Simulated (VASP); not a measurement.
Given:

```xyz
2
Lattice="0.0000 3.3167 3.3167 3.3167 0.0000 3.3167 3.3167 3.3167 0.0000" Properties=species:S:1:pos:R:3 pbc="T T T"
In     3.3167     0.0000     3.3167
Sb     1.6583     1.6583     1.6583
```

All values below come from PBE GGA, VASP's PBE PAW potentials (set 64) (plane waves; VASP). Run with 520 eV cut-off, Gaussian smearing of 0.050 eV, potentials In_d Sb.

Q: Give the energies of bands 7 to 12 at the high-symmetry points, in eV from the Fermi level.

A: 
| band | Γ | X | U | L | W |
|---|---|---|---|---|---|
| 7 | -0.59 | -5.63 | -5.51 | -5.31 | -5.54 |
| 8 | 0.00 | -2.04 | -2.81 | -0.90 | -2.58 |
| 9 | 0.00 | -2.04 | -1.73 | -0.90 | -2.45 |
| 10 | 0.00 | 1.36 | 1.64 | 0.42 | 3.25 |
| 11 | 2.96 | 1.46 | 3.58 | 3.79 | 3.97 |
| 12 | 2.96 | 7.73 | 6.01 | 3.79 | 4.08 |

It has no gap at this level: it comes out as a metal or semimetal.

The compound is InSb in the zinc blende structure. It was relaxed first, which changed the volume by +7 %.
